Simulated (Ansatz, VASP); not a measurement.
# Cross-check of Se (Selenium) between VASP and Ansatz, part 2 of 2

One calculation is typed for both programs; each brings its own data sets. How far apart do they land? The structure shown comes from an earlier Ansatz run, which isn't shown and may have moved the atoms alone.

VASP 6.6.1 and Ansatz 0.2.0.

So far: The starting structure; Ansatz: elastic constants, LDA.

### 3. VASP: elastic constants, LDA

Level of this step: LDA; plane waves and PAW (Se) (VASP).

The same cell, functional (in two slightly different forms), mesh and smearing now go to VASP, with its own data sets.

Lines of VASP's logs that name or quote its potential files are left out, and so is its time.

The input, INCAR:

```
SYSTEM = Se
PREC = Accurate
ENCUT = 500
EDIFF = 1E-08
NELM = 120
ISMEAR = 0
SIGMA = 0.02
LREAL = .FALSE.
ALGO = Normal
GGA = PW92
NBANDS = 15
LORBIT = 11
LWAVE = .FALSE.
LCHARG = .FALSE.
ISIF = 3
IBRION = 6
NFREE = 2
POTIM = 0.015
NSW = 1
LASPH = .TRUE.
GGA_COMPAT = .FALSE.
EFERMI = MIDGAP
KPAR = 2
```

The input, POSCAR:

```
Se
1.0
    4.3155336627      0.0000000000      0.0000000000
   -2.1577668314      3.7373617828      0.0000000000
    0.0000000000      0.0000000000      4.7468523034
Se
3
Direct
    0.2372238256      0.0000000000      0.3333333333
    0.0000000000      0.2372238256      0.6666666667
    0.7627761744      0.7627761744      0.0000000000
```

The input, KPOINTS:

```
Automatic mesh
0
Gamma
2 2 2
0 0 0
```

PAW data sets: Se (LDA family, release 64).

The run is started by

```
$ mpirun -np 2 vasp_std
```

Numbers of over 12 decimals in the logs are rounded to 6 here.

The program printed:

```text
[banner, memory and clock lines left out]
running    2 mpi-ranks, on    1 nodes
 distrk:  each k-point on    1 cores,    2 groups
 distr:  one band on    1 cores,    1 groups

 POSCAR found type information on POSCAR Se
 POSCAR found :  1 types and       3 ions
|                                                                             |
|               ----> ADVICE to this user running VASP <----                  |
|                                                                             |
|     You enforced a specific xc type in the INCAR file but a different       |
|     [... a line on the potential file left out ...]
|     I HOPE YOU KNOW WHAT YOU ARE DOING!                                     |
|                                                                             |

 LDA part: xc-table for (Slater(with rela. corr.)+PW92), standard interpolation
 POSCAR, INCAR and KPOINTS ok, starting setup
 FFT: planning ... GRIDC
 FFT: planning ... GRID_SOFT
 FFT: planning ... GRID
 WAVECAR not read
 entering main loop
       N       E                     dE             d eps       ncg     rms          rms(c)
DAV:   1     0.852359194191E+02    0.85236E+02   -0.69824E+03   120   0.966E+02
DAV:   2    -0.639294423518E+01   -0.91629E+02   -0.87850E+02   155   0.163E+02
DAV:   3    -0.123094084614E+02   -0.59165E+01   -0.58753E+01   162   0.470E+01
DAV:   4    -0.123554462917E+02   -0.46038E-01   -0.46030E-01   141   0.498E+00
DAV:   5    -0.123557459445E+02   -0.29965E-03   -0.29965E-03   155   0.396E-01    0.752E+00
DAV:   6    -0.122565903333E+02    0.99156E-01   -0.42728E-02   141   0.129E+00    0.459E+00
DAV:   7    -0.122167838200E+02    0.39807E-01   -0.83026E-02   141   0.175E+00    0.196E-01
DAV:   8    -0.122159584506E+02    0.82537E-03   -0.85224E-03   148   0.590E-01    0.959E-02
DAV:   9    -0.122159767657E+02   -0.18315E-04   -0.22946E-04   162   0.102E-01    0.297E-02
DAV:  10    -0.122159756003E+02    0.11654E-05   -0.20100E-05   148   0.293E-02    0.571E-03
DAV:  11    -0.122159758767E+02   -0.27636E-06   -0.32509E-06   155   0.105E-02    0.269E-03
DAV:  12    -0.122159757153E+02    0.16136E-06   -0.50368E-07   141   0.452E-03    0.838E-04
DAV:  13    -0.122159757023E+02    0.13009E-07   -0.88824E-08   162   0.173E-03    0.236E-04
DAV:  14    -0.122159757022E+02    0.84924E-10   -0.14589E-08   110   0.734E-04
   1 F= -.12215976E+02 E0= -.12215976E+02  d E =-.131507E-83
[... from here on, the cycles between the ionic steps are left out ...]
   2 F= -.12212804E+02 E0= -.12212804E+02  d E =-.804301E-68
   3 F= -.12210214E+02 E0= -.12210214E+02  d E =-.505285E-69
  11 F= -.12213011E+02 E0= -.12213011E+02  d E =-.302192E-67
  12 F= -.12212969E+02 E0= -.12212969E+02  d E =-.208621E-65
  13 F= -.12212969E+02 E0= -.12212969E+02  d E =-.207929E-65
  14 F= -.12215628E+02 E0= -.12215628E+02  d E =-.563239E-64
  15 F= -.12214351E+02 E0= -.12214351E+02  d E =-.176202E-82
  16 F= -.12215613E+02 E0= -.12215613E+02  d E =-.120027E-72
  17 F= -.12215613E+02 E0= -.12215613E+02  d E =-.119756E-72
  18 F= -.12215051E+02 E0= -.12215051E+02  d E =-.571249E-76
 Finite differences progress:
  Degree of freedom:   9/  9
  Displacement:        1/  2
  Total:              17/ 18
 bond charge predicted
       N       E                     dE             d eps       ncg     rms          rms(c)
DAV:   1    -0.122136340909E+02    0.14164E-02   -0.48077E-01   240   0.388E+00    0.258E-01
DAV:   2    -0.122151336832E+02   -0.14996E-02   -0.18786E-02   324   0.848E-01    0.111E-01
DAV:   3    -0.122150703794E+02    0.63304E-04   -0.21563E-04   303   0.110E-01    0.554E-02
DAV:   4    -0.122150517721E+02    0.18607E-04   -0.59467E-05   324   0.466E-02    0.128E-02
DAV:   5    -0.122150505908E+02    0.11814E-05   -0.55755E-06   317   0.172E-02    0.565E-03
DAV:   6    -0.122150505373E+02    0.53463E-07   -0.75947E-07   317   0.551E-03    0.278E-03
DAV:   7    -0.122150505151E+02    0.22225E-07   -0.13561E-07   303   0.220E-03    0.552E-04
DAV:   8    -0.122150505138E+02    0.12583E-08   -0.12643E-08   246   0.775E-04
  19 F= -.12215051E+02 E0= -.12215051E+02  d E =-.570472E-76
 Finite differences progress:
  Degree of freedom:   9/  9
  Displacement:        2/  2
  Total:              18/ 18
```

OUTCAR, selected parts (step 3):

```text
ion  position               nearest neighbor table
   1  0.237  0.000  0.333-   3 2.38   2 2.38
   2  0.000  0.237  0.667-   3 2.38   1 2.38
   3  0.763  0.763  0.000-   1 2.38   2 2.38

  LATTYP: Found a hexagonal cell.
 ALAT       =     4.3155336627
 C/A-ratio  =     1.0999456091

 Subroutine GETGRP returns: Found  6 space group operations
 (whereof  2 operations were pure point group operations)

The static configuration has the point symmetry C_2 .
 The point group associated with its full space group is D_3 .

 Found      4 irreducible k-points:

   k-points           NKPTS =      4   k-points in BZ     NKDIM =      4   number of bands    NBANDS=     15

   dimension x,y,z NGX =    32 NGY =   32 NGZ =   36
   dimension x,y,z NGXF=    64 NGYF=   64 NGZF=   72

   ENCUT  =  500.0 eV  36.75 Ry    6.06 a.u.   7.87  7.87  8.65*2*pi/ulx,y,z

   NELECT =      18.0000    total number of electrons

 k-points in reciprocal lattice and weights: Automatic mesh
   0.00000000  0.00000000  0.00000000       0.125
   0.50000000 -0.00000000  0.00000000       0.375
   0.00000000  0.00000000  0.50000000       0.125
   0.50000000 -0.00000000  0.50000000       0.375

 average (electrostatic) potential at core
       1 -61.6996       2 -61.6855       3 -61.7135

 E-fermi :   3.7794

 k-point     1 :       0.0000    0.0000    0.0000
  band No.  band energies     occupation
    ...
      5      -0.5720      2.00000
      6      -0.5670      2.00000
      7       1.1128      2.00000
      8       1.1192      2.00000
      9       2.7909      2.00000
     10       5.0399      0.00000
     11       5.1001      0.00000
     12       5.1564      0.00000
     13       9.6391      0.00000
     14       9.6532      0.00000
    ...

 k-point     2 :       0.5000   -0.0000    0.0000
  band No.  band energies     occupation
    ...
      5      -1.6148      2.00000
      6      -0.5197      2.00000
      7       0.3007      2.00000
      8       1.6213      2.00000
      9       2.3334      2.00000
     10       5.0610      0.00000
     11       5.3178      0.00000
     12       7.5069      0.00000
     13       8.0851      0.00000
     14      10.8029      0.00000
    ...

 k-point     3 :       0.0000    0.0000    0.5000
  band No.  band energies     occupation
    ...
      5      -0.3142      2.00000
      6      -0.2648      2.00000
      7       1.5070      2.00000
      8       1.5165      2.00000
      9       2.2535      2.00000
     10       4.0399      0.00000
     11       4.0517      0.00000
     12       4.5181      0.00000
     13       9.7001      0.00000
     14      10.0001      0.00000
    ...

  Total        0.0799566      0.0784422      0.1143105      0.0652586      0.0010104      0.1870543
  in kB        1.6732459      1.6415531      2.3921655      1.3656612      0.0211449      3.9144701
  external PRESSURE =       1.9023215 kB  Pullay stress =       0.0000000 kB

  energy-cutoff  :      500.00
  volume of cell :       76.56
      direct lattice vectors                 reciprocal lattice vectors
     4.315533663  0.000000000  0.000000000     0.231721052  0.133784212  0.000000000
    -2.157766831  3.737361783  0.000000000     0.000000000  0.267568423  0.000000000
     0.000000000  0.000000000  4.746852303     0.000000000  0.000000000  0.210665918

 POSITION                                       TOTAL-FORCE (eV/Angst)
 -----------------------------------------------------------------------------------
      1.02375      0.00000      1.56728         0.044295      0.026572      0.123465
     -0.51187      0.88659      3.16457         0.000867      0.023772     -0.060999
      1.64589      2.85077      0.00000        -0.045163     -0.050344     -0.062465
 -----------------------------------------------------------------------------------
    total drift:                               -0.000055     -0.000008     -0.000165

  FREE ENERGIE OF THE ION-ELECTRON SYSTEM (eV)
  ---------------------------------------------------
  free  energy   TOTEN  =       -12.2150505138 eV

  energy  without entropy=      -12.2150505138  energy(sigma->0) =      -12.21505051

  SYMMETRIZED ELASTIC MODULI (kBar)
 Direction    XX          YY          ZZ          XY          YZ          ZX
 --------------------------------------------------------------------------------
 XX         828.0147    312.1193    547.2781     -0.0000    297.5321     -0.0000
 YY         312.1193    828.0147    547.2781     -0.0000   -297.5321      0.0000
 ZZ         547.2781    547.2781   1219.3076     -0.0000      0.0000      0.0000
 XY          -0.0000     -0.0000     -0.0000    257.9477      0.0000    297.5321
 YZ         297.5321   -297.5321      0.0000      0.0000    559.4320     -0.0000
 ZX          -0.0000      0.0000      0.0000    297.5321     -0.0000    559.4320
 --------------------------------------------------------------------------------

 Eigenvectors and eigenvalues of the dynamical matrix
 ----------------------------------------------------

   1 f  =    7.493881 THz    47.085444 2PiTHz  249.968967 cm-1    30.992188 meV
             X         Y         Z           dx          dy          dz
      1.023747  0.000000  1.582284    -0.577350    0.000000    0.000000
     -0.511874  0.886591  3.164568     0.288675   -0.500000   -0.000000
      1.645893  2.850771  0.000000     0.288675    0.500000   -0.000000

   2 f  =    6.712868 THz    42.178191 2PiTHz  223.917162 cm-1    27.762177 meV
             X         Y         Z           dx          dy          dz
      1.023747  0.000000  1.582284    -0.148047    0.252679    0.607150
     -0.511874  0.886591  3.164568     0.292849    0.001812   -0.611576
      1.645893  2.850771  0.000000    -0.144856   -0.254582    0.004426

   3 f  =    6.712868 THz    42.178191 2PiTHz  223.917162 cm-1    27.762177 meV
             X         Y         Z           dx          dy          dz
      1.023747  0.000000  1.582284     0.252740    0.148011    0.355649
     -0.511874  0.886591  3.164568     0.001873   -0.292885    0.347983
      1.645893  2.850771  0.000000    -0.254521    0.144820   -0.703632

   4 f  =    4.295947 THz    26.992231 2PiTHz  143.297368 cm-1    17.766601 meV
             X         Y         Z           dx          dy          dz
      1.023747  0.000000  1.582284    -0.480836   -0.127930    0.106497
     -0.511874  0.886591  3.164568     0.129607    0.480376    0.293386
      1.645893  2.850771  0.000000     0.351194   -0.352436   -0.399883

   5 f  =    4.295947 THz    26.992231 2PiTHz  143.297368 cm-1    17.766601 meV
             X         Y         Z           dx          dy          dz
      1.023747  0.000000  1.582284    -0.127936    0.480813   -0.400259
     -0.511874  0.886591  3.164568     0.480370   -0.129630    0.292359
      1.645893  2.850771  0.000000    -0.352442   -0.351217    0.107900

   6 f  =    2.170304 THz    13.636423 2PiTHz   72.393554 cm-1     8.975653 meV
             X         Y         Z           dx          dy          dz
      1.023747  0.000000  1.582284     0.000000    0.577350   -0.000038
     -0.511874  0.886591  3.164568    -0.500000   -0.288675   -0.000038
      1.645893  2.850771  0.000000     0.500000   -0.288675   -0.000038

   7 f/i=    0.000143 THz     0.000897 2PiTHz    0.004764 cm-1     0.000591 meV
             X         Y         Z           dx          dy          dz
      1.023747  0.000000  1.582284     0.000000    0.000038    0.577350
     -0.511874  0.886591  3.164568    -0.000033   -0.000019    0.577350
      1.645893  2.850771  0.000000     0.000033   -0.000019    0.577350

   8 f/i=    0.000420 THz     0.002640 2PiTHz    0.014013 cm-1     0.001737 meV
             X         Y         Z           dx          dy          dz
      1.023747  0.000000  1.582284     0.378663   -0.435835   -0.000026
     -0.511874  0.886591  3.164568     0.378672   -0.435788   -0.000007
      1.645893  2.850771  0.000000     0.378709   -0.435819    0.000033

   9 f/i=    0.000420 THz     0.002640 2PiTHz    0.014013 cm-1     0.001737 meV
             X         Y         Z           dx          dy          dz
      1.023747  0.000000  1.582284     0.435793    0.378700    0.000023
     -0.511874  0.886591  3.164568     0.435841    0.378690   -0.000034
      1.645893  2.850771  0.000000     0.435809    0.378654    0.000011

 ELASTIC MODULI CONTR FROM IONIC RELAXATION (kBar)
 Direction    XX          YY          ZZ          XY          YZ          ZX
 --------------------------------------------------------------------------------
 XX        -465.8947      0.8420   -361.4959      0.0000   -234.8212      0.0000
 YY           0.8420   -465.8947   -361.4959      0.0000    234.8212     -0.0000
 ZZ        -361.4959   -361.4959   -561.9978      0.0000      0.0000      0.0000
 XY           0.0000      0.0000      0.0000   -233.3683     -0.0000   -234.8212
 YZ        -234.8212    234.8212      0.0000     -0.0000   -446.0223      0.0000
 ZX           0.0000     -0.0000     -0.0000   -234.8212      0.0000   -446.0223
 --------------------------------------------------------------------------------

 TOTAL ELASTIC MODULI (kBar)
 Direction    XX          YY          ZZ          XY          YZ          ZX
 --------------------------------------------------------------------------------
 XX         362.1201    312.9613    185.7822     -0.0000     62.7108     -0.0000
 YY         312.9613    362.1201    185.7822     -0.0000    -62.7108      0.0000
 ZZ         185.7822    185.7822    657.3098     -0.0000      0.0000      0.0000
 XY          -0.0000     -0.0000     -0.0000     24.5794      0.0000     62.7109
 YZ          62.7108    -62.7108      0.0000      0.0000    113.4097     -0.0000
 ZX          -0.0000      0.0000     -0.0000     62.7109     -0.0000    113.4097
 --------------------------------------------------------------------------------

 total charge
# of ion       s       p       d       tot
------------------------------------------
    1        1.518   2.177   0.060   3.756
    2        1.518   2.177   0.060   3.756
    3        1.518   2.177   0.060   3.756
--------------------------------------------------
tot          4.555   6.532   0.181  11.268

[... 3 further parts left out ...]
```

CONTCAR:

```
Se
   1.00000000000000
     4.3155336627000001    0.0000000000000000    0.0000000000000000
    -2.1577668314000000    3.7373617827999999    0.0000000000000000
     0.0000000000000000    0.0000000000000000    4.7468523033999999
  Se
     3
Direct
     0.2372238255999974    0.0000000000000000    0.3301733445240126
     0.0000000000000000    0.2372238255999974    0.6666666667000030
     0.7627761744000026    0.7627761744000026    0.0000000000000000
```

Levels, forces or a CONTCAR printed for this step are those of its last displaced cell, not of the structure at rest.

### 4. Differences

Known differences besides the potentials themselves: the data sets hold 48 valence electrons in Ansatz (on its default PAW (the set named soft_2) files) and 18 in VASP; the cutoff is 420 eV in Ansatz and 500 eV in VASP; VASP's log shows a relativistic correction to its local exchange, Ansatz's none; VASP takes each elastic constant from one size of strain, Ansatz from those that its log lists. Total energies have different zeros and are not compared.

Both answers:

| quantity | Ansatz | VASP | difference |
| --- | --- | --- | --- |
| C11 (GPa) | 35.9 | 36.2 | -0.79 % |
| C22 (GPa) | 35.9 | 36.2 | -0.79 % |
| C33 (GPa) | 66.1 | 65.7 | +0.50 % |
| C12 (GPa) | 31.3 | 31.3 | -0.13 % |
| C13 (GPa) | 18.3 | 18.6 | -1.30 % |
| C23 (GPa) | 18.3 | 18.6 | -1.30 % |
| C44 (GPa) | 11.5 | 11.3 | +1.34 % |
| C55 (GPa) | 11.5 | 11.3 | +1.34 % |
| C66 (GPa) | 2.3 | 2.5 | -5.20 % |

### 5. Results

```yaml
difference_in_c66_elastic_constants_lda: -5.2 %
```

What this shows: The difference in C66 is -5.2 % (elastic constants, LDA), at about the 5 % picked in this series as the mark of a large difference. The data sets hold unlike numbers of valence electrons (48 in Ansatz and 18 in VASP), so part of the differences comes from the potentials. Such differences can come from data sets, numerical settings and the points named under the comparisons, not from the functional's error against experiment.

[Lines on the potential files, build, host, timing and source positions are cut from VASP's logs without a mark.]

[Logs are printed without paths, hosts, clocks, repeated set-up lines and the standing remarks that a program may print on its own settings, such as how far it seeks lower states.]

[Hosts, paths, dates, database ids (printed as entryN), source tags and the programs' standing remarks are cut or masked in the printed files.]
